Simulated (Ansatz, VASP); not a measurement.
# Cross-check of Ge (Germanium) between VASP and Ansatz

Wanted: the spread between two codes on one cell, functional and k mesh. The cell is taken from a series of runs on this material, whose earlier steps may have relaxed, scaled, displaced or heated it; both programs get it as it stands.

Method: plane waves, with VASP 6.6.1 beside it; zone-centre phonons at LDA, in Ansatz 0.2.0.

## (1) The starting structure

Symmetry: I4_1/amd, No. 141, tetragonal system. Conventional cell: a = 3.964 Å, b = 3.964 Å, c = 5.678 Å, α = 90.00°, β = 90.00°, γ = 90.00°. Nearest to Ge lie 4 Ge at 2.44 Å.

Coordinates:

```cif
data_structure
_symmetry_space_group_name_H-M 'P 1'
_symmetry_Int_Tables_number 1
_cell_length_a 3.9896
_cell_length_b 3.9896
_cell_length_c 3.9643
_cell_angle_alpha 60.210
_cell_angle_beta 60.210
_cell_angle_gamma 59.581
_cell_volume 44.61
loop_
_atom_site_label
_atom_site_type_symbol
_atom_site_fract_x
_atom_site_fract_y
_atom_site_fract_z
_atom_site_occupancy
Ge1 Ge 0.49997 0.49997 0.49998 1
Ge2 Ge 0.75003 0.75003 0.75002 1
```

## (2) VASP: zone-centre phonons, LDA

Second derivatives magnify differences that forces hide, and they need a tight electronic threshold.

Lines of VASP's logs that name or quote its potential files are left out, and so is its time.

INCAR

```
SYSTEM = Ge
PREC = Accurate
ENCUT = 500
EDIFF = 1E-08
NELM = 120
ISMEAR = 0
SIGMA = 0.015
LREAL = .FALSE.
ALGO = Normal
GGA = CA
NBANDS = 20
LORBIT = 11
LWAVE = .FALSE.
LCHARG = .FALSE.
ISIF = 2
ISYM = 2
IBRION = 8
LASPH = .TRUE.
GGA_COMPAT = .FALSE.
EFERMI = MIDGAP
KPAR = 2
```

POSCAR

```
Ge
1.0
    0.0000000000      2.8031623880      2.8388500990
    2.8031623880      0.0000000000      2.8388500990
    2.8031623880      2.8031623880      0.0000000000
Ge
2
Direct
    0.4999693670      0.4999693670      0.4999803544
    0.7500306330      0.7500306330      0.7500196456
```

KPOINTS

```
Points of the shifted mesh
1728
Reciprocal
 0.0416666667  0.0416666667  0.0416666667 1
 0.0416666667  0.0416666667  0.1250000000 1
 0.0416666667  0.0416666667  0.2083333333 1
 0.0416666667  0.0416666667  0.2916666667 1
 0.0416666667  0.0416666667  0.3750000000 1
 0.0416666667  0.0416666667  0.4583333333 1
 0.0416666667  0.0416666667  0.5416666667 1
 0.0416666667  0.0416666667  0.6250000000 1
 0.0416666667  0.0416666667  0.7083333333 1
 0.0416666667  0.0416666667  0.7916666667 1
 0.0416666667  0.0416666667  0.8750000000 1
 0.0416666667  0.0416666667  0.9583333333 1
 0.0416666667  0.1250000000  0.0416666667 1
 0.0416666667  0.1250000000  0.1250000000 1
 0.0416666667  0.1250000000  0.2083333333 1
 0.0416666667  0.1250000000  0.2916666667 1
 0.0416666667  0.1250000000  0.3750000000 1
 0.0416666667  0.1250000000  0.4583333333 1
 0.0416666667  0.1250000000  0.5416666667 1
 0.0416666667  0.1250000000  0.6250000000 1
 0.0416666667  0.1250000000  0.7083333333 1
 0.0416666667  0.1250000000  0.7916666667 1
 0.0416666667  0.1250000000  0.8750000000 1
 0.0416666667  0.1250000000  0.9583333333 1
 0.0416666667  0.2083333333  0.0416666667 1
 0.0416666667  0.2083333333  0.1250000000 1
 0.0416666667  0.2083333333  0.2083333333 1
 0.0416666667  0.2083333333  0.2916666667 1
 0.0416666667  0.2083333333  0.3750000000 1
 0.0416666667  0.2083333333  0.4583333333 1
 0.0416666667  0.2083333333  0.5416666667 1
 0.0416666667  0.2083333333  0.6250000000 1
 0.0416666667  0.2083333333  0.7083333333 1
 0.0416666667  0.2083333333  0.7916666667 1
 0.0416666667  0.2083333333  0.8750000000 1
 0.0416666667  0.2083333333  0.9583333333 1
 0.0416666667  0.2916666667  0.0416666667 1
 0.0416666667  0.2916666667  0.1250000000 1
 0.0416666667  0.2916666667  0.2083333333 1
 0.0416666667  0.2916666667  0.2916666667 1
 0.0416666667  0.2916666667  0.3750000000 1
 0.0416666667  0.2916666667  0.4583333333 1
 0.0416666667  0.2916666667  0.5416666667 1
 0.0416666667  0.2916666667  0.6250000000 1
 0.0416666667  0.2916666667  0.7083333333 1
 0.0416666667  0.2916666667  0.7916666667 1
 0.0416666667  0.2916666667  0.8750000000 1
 0.0416666667  0.2916666667  0.9583333333 1
 0.0416666667  0.3750000000  0.0416666667 1
 0.0416666667  0.3750000000  0.1250000000 1
 0.0416666667  0.3750000000  0.2083333333 1
 0.0416666667  0.3750000000  0.2916666667 1
 0.0416666667  0.3750000000  0.3750000000 1
 0.0416666667  0.3750000000  0.4583333333 1
 0.0416666667  0.3750000000  0.5416666667 1
 0.0416666667  0.3750000000  0.6250000000 1
 0.0416666667  0.3750000000  0.7083333333 1
 0.0416666667  0.3750000000  0.7916666667 1
 0.0416666667  0.3750000000  0.8750000000 1
 0.0416666667  0.3750000000  0.9583333333 1
 0.0416666667  0.4583333333  0.0416666667 1
 0.0416666667  0.4583333333  0.1250000000 1
 0.0416666667  0.4583333333  0.2083333333 1
 0.0416666667  0.4583333333  0.2916666667 1
 0.0416666667  0.4583333333  0.3750000000 1
 0.0416666667  0.4583333333  0.4583333333 1
 0.0416666667  0.4583333333  0.5416666667 1
 0.0416666667  0.4583333333  0.6250000000 1
 0.0416666667  0.4583333333  0.7083333333 1
 0.0416666667  0.4583333333  0.7916666667 1
 0.0416666667  0.4583333333  0.8750000000 1
 0.0416666667  0.4583333333  0.9583333333 1
 0.0416666667  0.5416666667  0.0416666667 1
 0.0416666667  0.5416666667  0.1250000000 1
 0.0416666667  0.5416666667  0.2083333333 1
 0.0416666667  0.5416666667  0.2916666667 1
 0.0416666667  0.5416666667  0.3750000000 1
 0.0416666667  0.5416666667  0.4583333333 1
 0.0416666667  0.5416666667  0.5416666667 1
 0.0416666667  0.5416666667  0.6250000000 1
 0.0416666667  0.5416666667  0.7083333333 1
 0.0416666667  0.5416666667  0.7916666667 1
 0.0416666667  0.5416666667  0.8750000000 1
 0.0416666667  0.5416666667  0.9583333333 1
 0.0416666667  0.6250000000  0.0416666667 1
 0.0416666667  0.6250000000  0.1250000000 1
 0.0416666667  0.6250000000  0.2083333333 1
 0.0416666667  0.6250000000  0.2916666667 1
 0.0416666667  0.6250000000  0.3750000000 1
 0.0416666667  0.6250000000  0.4583333333 1
 0.0416666667  0.6250000000  0.5416666667 1
 0.0416666667  0.6250000000  0.6250000000 1
 0.0416666667  0.6250000000  0.7083333333 1
 0.0416666667  0.6250000000  0.7916666667 1
 0.0416666667  0.6250000000  0.8750000000 1
 0.0416666667  0.6250000000  0.9583333333 1
 0.0416666667  0.7083333333  0.0416666667 1
 0.0416666667  0.7083333333  0.1250000000 1
 0.0416666667  0.7083333333  0.2083333333 1
 0.0416666667  0.7083333333  0.2916666667 1
 0.0416666667  0.7083333333  0.3750000000 1
 0.0416666667  0.7083333333  0.4583333333 1
 0.0416666667  0.7083333333  0.5416666667 1
 0.0416666667  0.7083333333  0.6250000000 1
 0.0416666667  0.7083333333  0.7083333333 1
 0.0416666667  0.7083333333  0.7916666667 1
 0.0416666667  0.7083333333  0.8750000000 1
 0.0416666667  0.7083333333  0.9583333333 1
 0.0416666667  0.7916666667  0.0416666667 1
 0.0416666667  0.7916666667  0.1250000000 1
 0.0416666667  0.7916666667  0.2083333333 1
 0.0416666667  0.7916666667  0.2916666667 1
[... 1390 lines left out ...]
 0.8750000000  0.4583333333  0.1250000000 1
 0.8750000000  0.4583333333  0.2083333333 1
 0.8750000000  0.4583333333  0.2916666667 1
 0.8750000000  0.4583333333  0.3750000000 1
 0.8750000000  0.4583333333  0.4583333333 1
 0.8750000000  0.4583333333  0.5416666667 1
 0.8750000000  0.4583333333  0.6250000000 1
 0.8750000000  0.4583333333  0.7083333333 1
 0.8750000000  0.4583333333  0.7916666667 1
 0.8750000000  0.4583333333  0.8750000000 1
 0.8750000000  0.4583333333  0.9583333333 1
 0.8750000000  0.5416666667  0.0416666667 1
 0.8750000000  0.5416666667  0.1250000000 1
 0.8750000000  0.5416666667  0.2083333333 1
 0.8750000000  0.5416666667  0.2916666667 1
 0.8750000000  0.5416666667  0.3750000000 1
 0.8750000000  0.5416666667  0.4583333333 1
 0.8750000000  0.5416666667  0.5416666667 1
 0.8750000000  0.5416666667  0.6250000000 1
 0.8750000000  0.5416666667  0.7083333333 1
 0.8750000000  0.5416666667  0.7916666667 1
 0.8750000000  0.5416666667  0.8750000000 1
 0.8750000000  0.5416666667  0.9583333333 1
 0.8750000000  0.6250000000  0.0416666667 1
 0.8750000000  0.6250000000  0.1250000000 1
 0.8750000000  0.6250000000  0.2083333333 1
 0.8750000000  0.6250000000  0.2916666667 1
 0.8750000000  0.6250000000  0.3750000000 1
 0.8750000000  0.6250000000  0.4583333333 1
 0.8750000000  0.6250000000  0.5416666667 1
 0.8750000000  0.6250000000  0.6250000000 1
 0.8750000000  0.6250000000  0.7083333333 1
 0.8750000000  0.6250000000  0.7916666667 1
 0.8750000000  0.6250000000  0.8750000000 1
 0.8750000000  0.6250000000  0.9583333333 1
 0.8750000000  0.7083333333  0.0416666667 1
 0.8750000000  0.7083333333  0.1250000000 1
 0.8750000000  0.7083333333  0.2083333333 1
 0.8750000000  0.7083333333  0.2916666667 1
 0.8750000000  0.7083333333  0.3750000000 1
 0.8750000000  0.7083333333  0.4583333333 1
 0.8750000000  0.7083333333  0.5416666667 1
 0.8750000000  0.7083333333  0.6250000000 1
 0.8750000000  0.7083333333  0.7083333333 1
 0.8750000000  0.7083333333  0.7916666667 1
 0.8750000000  0.7083333333  0.8750000000 1
 0.8750000000  0.7083333333  0.9583333333 1
 0.8750000000  0.7916666667  0.0416666667 1
 0.8750000000  0.7916666667  0.1250000000 1
 0.8750000000  0.7916666667  0.2083333333 1
 0.8750000000  0.7916666667  0.2916666667 1
 0.8750000000  0.7916666667  0.3750000000 1
 0.8750000000  0.7916666667  0.4583333333 1
 0.8750000000  0.7916666667  0.5416666667 1
 0.8750000000  0.7916666667  0.6250000000 1
 0.8750000000  0.7916666667  0.7083333333 1
 0.8750000000  0.7916666667  0.7916666667 1
 0.8750000000  0.7916666667  0.8750000000 1
 0.8750000000  0.7916666667  0.9583333333 1
 0.8750000000  0.8750000000  0.0416666667 1
 0.8750000000  0.8750000000  0.1250000000 1
 0.8750000000  0.8750000000  0.2083333333 1
 0.8750000000  0.8750000000  0.2916666667 1
 0.8750000000  0.8750000000  0.3750000000 1
 0.8750000000  0.8750000000  0.4583333333 1
 0.8750000000  0.8750000000  0.5416666667 1
 0.8750000000  0.8750000000  0.6250000000 1
 0.8750000000  0.8750000000  0.7083333333 1
 0.8750000000  0.8750000000  0.7916666667 1
 0.8750000000  0.8750000000  0.8750000000 1
 0.8750000000  0.8750000000  0.9583333333 1
 0.8750000000  0.9583333333  0.0416666667 1
 0.8750000000  0.9583333333  0.1250000000 1
 0.8750000000  0.9583333333  0.2083333333 1
 0.8750000000  0.9583333333  0.2916666667 1
 0.8750000000  0.9583333333  0.3750000000 1
 0.8750000000  0.9583333333  0.4583333333 1
 0.8750000000  0.9583333333  0.5416666667 1
 0.8750000000  0.9583333333  0.6250000000 1
 0.8750000000  0.9583333333  0.7083333333 1
 0.8750000000  0.9583333333  0.7916666667 1
 0.8750000000  0.9583333333  0.8750000000 1
 0.8750000000  0.9583333333  0.9583333333 1
 0.9583333333  0.0416666667  0.0416666667 1
 0.9583333333  0.0416666667  0.1250000000 1
 0.9583333333  0.0416666667  0.2083333333 1
 0.9583333333  0.0416666667  0.2916666667 1
 0.9583333333  0.0416666667  0.3750000000 1
 0.9583333333  0.0416666667  0.4583333333 1
 0.9583333333  0.0416666667  0.5416666667 1
 0.9583333333  0.0416666667  0.6250000000 1
 0.9583333333  0.0416666667  0.7083333333 1
 0.9583333333  0.0416666667  0.7916666667 1
 0.9583333333  0.0416666667  0.8750000000 1
 0.9583333333  0.0416666667  0.9583333333 1
 0.9583333333  0.1250000000  0.0416666667 1
 0.9583333333  0.1250000000  0.1250000000 1
 0.9583333333  0.1250000000  0.2083333333 1
 0.9583333333  0.1250000000  0.2916666667 1
 0.9583333333  0.1250000000  0.3750000000 1
 0.9583333333  0.1250000000  0.4583333333 1
 0.9583333333  0.1250000000  0.5416666667 1
 0.9583333333  0.1250000000  0.6250000000 1
 0.9583333333  0.1250000000  0.7083333333 1
 0.9583333333  0.1250000000  0.7916666667 1
 0.9583333333  0.1250000000  0.8750000000 1
 0.9583333333  0.1250000000  0.9583333333 1
 0.9583333333  0.2083333333  0.0416666667 1
 0.9583333333  0.2083333333  0.1250000000 1
 0.9583333333  0.2083333333  0.2083333333 1
 0.9583333333  0.2083333333  0.2916666667 1
 0.9583333333  0.2083333333  0.3750000000 1
 0.9583333333  0.2083333333  0.4583333333 1
 0.9583333333  0.2083333333  0.5416666667 1
 0.9583333333  0.2083333333  0.6250000000 1
 0.9583333333  0.2083333333  0.7083333333 1
 0.9583333333  0.2083333333  0.7916666667 1
 0.9583333333  0.2083333333  0.8750000000 1
 0.9583333333  0.2083333333  0.9583333333 1
 0.9583333333  0.2916666667  0.0416666667 1
 0.9583333333  0.2916666667  0.1250000000 1
 0.9583333333  0.2916666667  0.2083333333 1
 0.9583333333  0.2916666667  0.2916666667 1
 0.9583333333  0.2916666667  0.3750000000 1
 0.9583333333  0.2916666667  0.4583333333 1
 0.9583333333  0.2916666667  0.5416666667 1
 0.9583333333  0.2916666667  0.6250000000 1
 0.9583333333  0.2916666667  0.7083333333 1
 0.9583333333  0.2916666667  0.7916666667 1
 0.9583333333  0.2916666667  0.8750000000 1
 0.9583333333  0.2916666667  0.9583333333 1
 0.9583333333  0.3750000000  0.0416666667 1
 0.9583333333  0.3750000000  0.1250000000 1
 0.9583333333  0.3750000000  0.2083333333 1
 0.9583333333  0.3750000000  0.2916666667 1
 0.9583333333  0.3750000000  0.3750000000 1
 0.9583333333  0.3750000000  0.4583333333 1
 0.9583333333  0.3750000000  0.5416666667 1
 0.9583333333  0.3750000000  0.6250000000 1
 0.9583333333  0.3750000000  0.7083333333 1
 0.9583333333  0.3750000000  0.7916666667 1
 0.9583333333  0.3750000000  0.8750000000 1
 0.9583333333  0.3750000000  0.9583333333 1
 0.9583333333  0.4583333333  0.0416666667 1
 0.9583333333  0.4583333333  0.1250000000 1
 0.9583333333  0.4583333333  0.2083333333 1
 0.9583333333  0.4583333333  0.2916666667 1
 0.9583333333  0.4583333333  0.3750000000 1
 0.9583333333  0.4583333333  0.4583333333 1
 0.9583333333  0.4583333333  0.5416666667 1
 0.9583333333  0.4583333333  0.6250000000 1
 0.9583333333  0.4583333333  0.7083333333 1
 0.9583333333  0.4583333333  0.7916666667 1
 0.9583333333  0.4583333333  0.8750000000 1
 0.9583333333  0.4583333333  0.9583333333 1
 0.9583333333  0.5416666667  0.0416666667 1
 0.9583333333  0.5416666667  0.1250000000 1
 0.9583333333  0.5416666667  0.2083333333 1
 0.9583333333  0.5416666667  0.2916666667 1
 0.9583333333  0.5416666667  0.3750000000 1
 0.9583333333  0.5416666667  0.4583333333 1
 0.9583333333  0.5416666667  0.5416666667 1
 0.9583333333  0.5416666667  0.6250000000 1
 0.9583333333  0.5416666667  0.7083333333 1
 0.9583333333  0.5416666667  0.7916666667 1
 0.9583333333  0.5416666667  0.8750000000 1
 0.9583333333  0.5416666667  0.9583333333 1
 0.9583333333  0.6250000000  0.0416666667 1
 0.9583333333  0.6250000000  0.1250000000 1
 0.9583333333  0.6250000000  0.2083333333 1
 0.9583333333  0.6250000000  0.2916666667 1
 0.9583333333  0.6250000000  0.3750000000 1
 0.9583333333  0.6250000000  0.4583333333 1
 0.9583333333  0.6250000000  0.5416666667 1
 0.9583333333  0.6250000000  0.6250000000 1
 0.9583333333  0.6250000000  0.7083333333 1
 0.9583333333  0.6250000000  0.7916666667 1
 0.9583333333  0.6250000000  0.8750000000 1
 0.9583333333  0.6250000000  0.9583333333 1
 0.9583333333  0.7083333333  0.0416666667 1
 0.9583333333  0.7083333333  0.1250000000 1
 0.9583333333  0.7083333333  0.2083333333 1
 0.9583333333  0.7083333333  0.2916666667 1
 0.9583333333  0.7083333333  0.3750000000 1
 0.9583333333  0.7083333333  0.4583333333 1
 0.9583333333  0.7083333333  0.5416666667 1
 0.9583333333  0.7083333333  0.6250000000 1
 0.9583333333  0.7083333333  0.7083333333 1
 0.9583333333  0.7083333333  0.7916666667 1
 0.9583333333  0.7083333333  0.8750000000 1
 0.9583333333  0.7083333333  0.9583333333 1
 0.9583333333  0.7916666667  0.0416666667 1
 0.9583333333  0.7916666667  0.1250000000 1
 0.9583333333  0.7916666667  0.2083333333 1
 0.9583333333  0.7916666667  0.2916666667 1
 0.9583333333  0.7916666667  0.3750000000 1
 0.9583333333  0.7916666667  0.4583333333 1
 0.9583333333  0.7916666667  0.5416666667 1
 0.9583333333  0.7916666667  0.6250000000 1
 0.9583333333  0.7916666667  0.7083333333 1
 0.9583333333  0.7916666667  0.7916666667 1
 0.9583333333  0.7916666667  0.8750000000 1
 0.9583333333  0.7916666667  0.9583333333 1
 0.9583333333  0.8750000000  0.0416666667 1
 0.9583333333  0.8750000000  0.1250000000 1
 0.9583333333  0.8750000000  0.2083333333 1
 0.9583333333  0.8750000000  0.2916666667 1
 0.9583333333  0.8750000000  0.3750000000 1
 0.9583333333  0.8750000000  0.4583333333 1
 0.9583333333  0.8750000000  0.5416666667 1
 0.9583333333  0.8750000000  0.6250000000 1
 0.9583333333  0.8750000000  0.7083333333 1
 0.9583333333  0.8750000000  0.7916666667 1
 0.9583333333  0.8750000000  0.8750000000 1
 0.9583333333  0.8750000000  0.9583333333 1
 0.9583333333  0.9583333333  0.0416666667 1
 0.9583333333  0.9583333333  0.1250000000 1
 0.9583333333  0.9583333333  0.2083333333 1
 0.9583333333  0.9583333333  0.2916666667 1
 0.9583333333  0.9583333333  0.3750000000 1
 0.9583333333  0.9583333333  0.4583333333 1
 0.9583333333  0.9583333333  0.5416666667 1
 0.9583333333  0.9583333333  0.6250000000 1
 0.9583333333  0.9583333333  0.7083333333 1
 0.9583333333  0.9583333333  0.7916666667 1
 0.9583333333  0.9583333333  0.8750000000 1
 0.9583333333  0.9583333333  0.9583333333 1
```

Potentials, in the order of the species: Ge_d (LDA family, release 64).

Launch:

```console
$ mpirun -np 2 vasp_std
```

Numbers of over 12 decimals in the logs are rounded to 6 here.

The program printed:

```text
[banner, memory and clock lines left out]
running    2 mpi-ranks, on    1 nodes
 distrk:  each k-point on    1 cores,    2 groups
 distr:  one band on    1 cores,    1 groups

 POSCAR found type information on POSCAR Ge
 POSCAR found :  1 types and       2 ions
 LDA part: xc-table for (Slater(with rela. corr.)+CA(PZ))
 , standard interpolation
 POSCAR, INCAR and KPOINTS ok, starting setup
 FFT: planning ... GRIDC
 FFT: planning ... GRID_SOFT
 FFT: planning ... GRID
 WAVECAR not read
 entering main loop
       N       E                     dE             d eps       ncg     rms          rms(c)
DAV:   1     0.183329288872E+03    0.18333E+03   -0.14708E+04 74164   0.371E+03
DAV:   2     0.149287535721E+02   -0.16840E+03   -0.16388E+03 69296   0.585E+02
DAV:   3    -0.977290777786E+01   -0.24702E+02   -0.24523E+02 77872   0.144E+02
DAV:   4    -0.105587747879E+02   -0.78587E+00   -0.78532E+00 77992   0.301E+01
DAV:   5    -0.105714964182E+02   -0.12722E-01   -0.12721E-01 77180   0.416E+00    0.335E+00
DAV:   6    -0.104509069814E+02    0.12059E+00   -0.39101E-02 76628   0.169E+00    0.191E+00
DAV:   7    -0.103903863663E+02    0.60521E-01   -0.78492E-02 72412   0.209E+00    0.140E-01
DAV:   8    -0.103910741170E+02   -0.68775E-03   -0.55989E-03 78548   0.858E-01    0.465E-02
DAV:   9    -0.103911136154E+02   -0.39498E-04   -0.86351E-05 80096   0.969E-02    0.130E-02
DAV:  10    -0.103911101454E+02    0.34701E-05   -0.92969E-06 93828   0.454E-02    0.419E-03
DAV:  11    -0.103911100376E+02    0.10780E-06   -0.97767E-07 74080   0.820E-03    0.178E-03
DAV:  12    -0.103911100393E+02   -0.17681E-08   -0.70413E-08 94068   0.372E-03
   1 F= -.10391110E+02 E0= -.10391110E+02  d E =-.265626E-13
 Linear response reoptimize wavefunctions to high precision
DAV:   1    -0.103911100390E+02    0.31832E-09   -0.35937E-09 61492   0.532E-04
DAV:   2    -0.103911100390E+02   -0.20918E-10   -0.18825E-10 44432   0.161E-04
 Linear response DOF=           2
 Linear response progress:
  Degree of freedom:   1/  2
       N       E                     dE             d eps       ncg     rms          rms(c)
RMM:   1    -0.188057790636E+00   -0.18806E+00    0.85691E+00 84350   0.450E+01
RMM:   2    -0.195550869024E+00   -0.74931E-02   -0.13661E-02111958   0.111E+00    0.748E-02
RMM:   3    -0.195598688689E+00   -0.47820E-04   -0.94660E-04118668   0.319E-01    0.430E-02
RMM:   4    -0.195536895516E+00    0.61793E-04   -0.66582E-05126815   0.833E-02    0.491E-03
RMM:   5    -0.195543477854E+00   -0.65823E-05   -0.45159E-06121964   0.192E-02    0.240E-03
RMM:   6    -0.195554438928E+00   -0.10961E-04   -0.24260E-07124106   0.530E-03    0.326E-04
RMM:   7    -0.195553766208E+00    0.67272E-06   -0.46408E-08127427   0.175E-03    0.211E-04
RMM:   8    -0.195553429392E+00    0.33682E-06   -0.92131E-09129180   0.610E-04    0.425E-05
RMM:   9    -0.195553262360E+00    0.16703E-06    0.90433E-11128753   0.284E-04    0.171E-05
RMM:  10    -0.195553368582E+00   -0.10622E-06   -0.85553E-09129395   0.141E-04    0.565E-06
RMM:  11    -0.195553379653E+00   -0.11071E-07   -0.14211E-08129968   0.864E-05    0.297E-06
RMM:  12    -0.195553399823E+00   -0.20169E-07   -0.19362E-08133004   0.619E-05    0.174E-06
RMM:  13    -0.195553417204E+00   -0.17381E-07   -0.13802E-10132443   0.511E-05    0.199E-07
RMM:  14    -0.195553415026E+00    0.21776E-08   -0.28960E-09110645   0.454E-05    0.244E-07
 first order change of Fermi-energy   0.74018E+00
 force on displaced ion       1 direction 1 : -11.564   0.003  -0.002
 Linear response progress:
  Degree of freedom:   2/  2
       N       E                     dE             d eps       ncg     rms          rms(c)
RMM:   1    -0.188194892147E+00   -0.18819E+00    0.84819E+00 84438   0.448E+01
RMM:   2    -0.195682182635E+00   -0.74873E-02   -0.13547E-02111770   0.111E+00    0.756E-02
RMM:   3    -0.195731880262E+00   -0.49698E-04   -0.95615E-04118780   0.320E-01    0.434E-02
RMM:   4    -0.195672343004E+00    0.59537E-04   -0.66231E-05126845   0.834E-02    0.486E-03
RMM:   5    -0.195678831903E+00   -0.64889E-05   -0.45219E-06122309   0.192E-02    0.241E-03
RMM:   6    -0.195689794258E+00   -0.10962E-04   -0.25434E-07123925   0.529E-03    0.316E-04
RMM:   7    -0.195689019554E+00    0.77470E-06   -0.52295E-08127529   0.177E-03    0.208E-04
RMM:   8    -0.195688631184E+00    0.38837E-06   -0.70017E-09128986   0.620E-04    0.431E-05
RMM:   9    -0.195688472686E+00    0.15850E-06   -0.57216E-09128784   0.289E-04    0.180E-05
RMM:  10    -0.195688593562E+00   -0.12088E-06   -0.13131E-08129214   0.144E-04    0.570E-06
RMM:  11    -0.195688601234E+00   -0.76719E-08   -0.16367E-08129029   0.880E-05    0.323E-06
 first order change of Fermi-energy   0.30579E+01
 force on displaced ion       1 direction 3 :  -0.002  -0.002 -11.555
 Linear response finished
```

[end of part 1 of 2]

[Lines on the potential files, build, host, timing and source positions are cut from VASP's logs without a mark.]

[Logs are printed without paths, hosts, clocks, repeated set-up lines and the standing remarks that a program may print on its own settings, such as how far it seeks lower states.]

[Hosts, paths, dates, database ids (printed as entryN), source tags and the programs' standing remarks are cut or masked in the printed files.]
